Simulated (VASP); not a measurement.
OSZICAR of a VASP run on GaP (zinc blende):

File OSZICAR:
```
       N       E                     dE             d eps       ncg     rms          rms(c)
DAV:   1     0.124915200373E+03    0.12492E+03   -0.53724E+03 12648   0.584E+02
DAV:   2     0.288755823354E+01   -0.12203E+03   -0.10643E+03  9830   0.226E+02
DAV:   3    -0.105411996910E+02   -0.13429E+02   -0.13228E+02 11449   0.435E+01
DAV:   4    -0.107848993727E+02   -0.24370E+00   -0.24357E+00 11025   0.604E+00
DAV:   5    -0.107861115583E+02   -0.12122E-02   -0.12122E-02 11026   0.427E-01    0.448E+00
DAV:   6    -0.105095664762E+02    0.27655E+00   -0.12407E-01 13879   0.435E+00    0.297E+00
DAV:   7    -0.104577339422E+02    0.51833E-01   -0.31474E-02 10988   0.752E-01    0.108E+00
DAV:   8    -0.104528332229E+02    0.49007E-02   -0.65732E-03 11287   0.408E-01    0.193E-01
DAV:   9    -0.104527671008E+02    0.66122E-04   -0.47748E-04 11754   0.142E-01    0.879E-02
DAV:  10    -0.104527625772E+02    0.45236E-05   -0.18344E-05 11367   0.212E-02    0.402E-02
DAV:  11    -0.104527676820E+02   -0.51049E-05   -0.35591E-06 11042   0.126E-02    0.955E-03
DAV:  12    -0.104527676683E+02    0.13757E-07   -0.86901E-08 10866   0.110E-03
   1 F= -.10452768E+02 E0= -.10452768E+02  d E =-.534772E-27
 imaginary and real dielectric function
```

Task: Which electronic solver shows in the log?

Result: It is blocked Davidson (ALGO = Normal, or the opening steps of other solvers). The INCAR had ALGO = Normal.

Task: Can the final energy be trusted as converged?

Result: The calculation finished and met its thresholds. It stopped with EDIFF = 1E-7, NELM = 100 (LDA (Ceperley-Alder, Perdew-Zunger), plane waves, VASP's LDA PAW potentials (set 64)).

The compound is GaP in the zinc blende structure. It was relaxed first.
